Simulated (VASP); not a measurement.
Level of theory: LDA (Ceperley-Alder, Perdew-Zunger), VASP's LDA PAW potentials (set 64) (plane waves; VASP 6.6.1).

The input files of a VASP run:

**INCAR**
```
ALGO = Normal
EDIFF = 1E-6
ENCUT = 300
ISIF = 2
ISMEAR = 0
LASPH = .TRUE.
LCHARG = .FALSE.
LMAXMIX = 4
LREAL = .FALSE.
LWAVE = .FALSE.
NELM = 100
PREC = Accurate
SIGMA = 0.2
SYSTEM = Sr(SiPd)2
```

File POSCAR:
```
Sr(SiPd)2
1
   -2.1521750000     2.1521750000     5.0001750000
    2.1521750000    -2.1521750000     5.0001750000
    2.1521750000     2.1521750000    -5.0001750000
Sr Si Pd
1 2 2
Direct
  0.0000000000   0.0000000000   0.0000000000
  0.3736100000   0.3736100000   0.0000000000
  0.6263900000   0.6263900000   0.0000000000
  0.2500000000   0.7500000000   0.5000000000
  0.7500000000   0.2500000000   0.5000000000
```

### KPOINTS
```
kpoints
0
gamma
 2 2 2
0 0 0
```

POTCAR, in this order: Sr_sv Si Pd (LDA.64 set). Program: vasp_std.

Output of the run:

OSZICAR:
```
       N       E                     dE             d eps       ncg     rms          rms(c)
DAV:   1     0.133409525393E+03    0.13341E+03   -0.13031E+04   184   0.987E+02
DAV:   2    -0.270575527475E+02   -0.16047E+03   -0.15670E+03   219   0.240E+02
DAV:   3    -0.325754765417E+02   -0.55179E+01   -0.54976E+01   274   0.438E+01
DAV:   4    -0.326910689848E+02   -0.11559E+00   -0.11556E+00   244   0.567E+00
DAV:   5    -0.326935658505E+02   -0.24969E-02   -0.24965E-02   265   0.723E-01    0.263E+01
DAV:   6    -0.319213603896E+02    0.77221E+00   -0.90743E+00   226   0.222E+01    0.118E+01
DAV:   7    -0.316809844591E+02    0.24038E+00   -0.25945E+00   205   0.129E+01    0.797E+00
DAV:   8    -0.315960129266E+02    0.84972E-01   -0.22545E-01   219   0.382E+00    0.104E+00
DAV:   9    -0.315912025380E+02    0.48104E-02   -0.34514E-02   256   0.126E+00    0.342E-01
DAV:  10    -0.315912651640E+02   -0.62626E-04   -0.26760E-03   259   0.367E-01    0.114E-01
DAV:  11    -0.315912354221E+02    0.29742E-04   -0.36683E-04   241   0.146E-01    0.440E-02
DAV:  12    -0.315912347000E+02    0.72210E-06   -0.23831E-05   249   0.281E-02    0.148E-02
DAV:  13    -0.315912345960E+02    0.10399E-06   -0.11802E-06   201   0.544E-03
   1 F= -.31591235E+02 E0= -.31568758E+02  d E =-.449539E-01
```

File OUTCAR:
```
------------------------ aborting loop because EDIFF is reached ----------------------------------------
  FORCE on cell =-STRESS in cart. coord.  units (eV):
  Direction    XX          YY          ZZ          XY          YZ          ZX
  --------------------------------------------------------------------------------------
  Total       -4.2549451     -4.2549451     -4.1498249      0.0000000     -0.0000000     -0.0000000
  in kB      -73.5875224    -73.5875224    -71.7695117      0.0000000     -0.0000000     -0.0000000
  external PRESSURE =     -72.9815188 kB  Pullay stress =       0.0000000 kB
  volume of cell :       92.64
      direct lattice vectors                 reciprocal lattice vectors
    -2.152175000  2.152175000  5.000175000     0.000000000  0.232323115  0.099996500
     2.152175000 -2.152175000  5.000175000     0.232323115  0.000000000  0.099996500
     2.152175000  2.152175000 -5.000175000     0.232323115  0.232323115  0.000000000
 POSITION                                       TOTAL-FORCE (eV/Angst)
 -----------------------------------------------------------------------------------
      0.00000      0.00000      0.00000        -0.000000     -0.000000      0.000000
      0.00000      0.00000      3.73623         0.000000      0.000000     -1.031064
      0.00000      0.00000      6.26412        -0.000000     -0.000000      1.031064
      2.15218     -0.00000      2.50009        -0.000000     -0.000000     -0.000000
     -0.00000      2.15218      2.50009        -0.000000     -0.000000      0.000000
 -----------------------------------------------------------------------------------
    total drift:                               -0.000000      0.000000     -0.000000
  FREE ENERGIE OF THE ION-ELECTRON SYSTEM (eV)
  ---------------------------------------------------
  free  energy   TOTEN  =       -31.5912345960 eV

  energy  without entropy=      -31.5462806774  energy(sigma->0) =      -31.56875764
```
(Selected blocks of OUTCAR.)

At this cut-off the stress carries a Pulay error, which pulls relaxed volumes low.

The structure comes from a computed database's Pd2SrSi2 entry; how it stands against other phases isn't given here. The cell was not relaxed at this level. The k-mesh is coarse (spacing up to 1.03 per Å, 2π included), so the numbers may not be converged in it. The run is one of a series of settings (KPOINTS 2×2×2 Γ-centred mesh against the base run), some of them coarse on purpose.
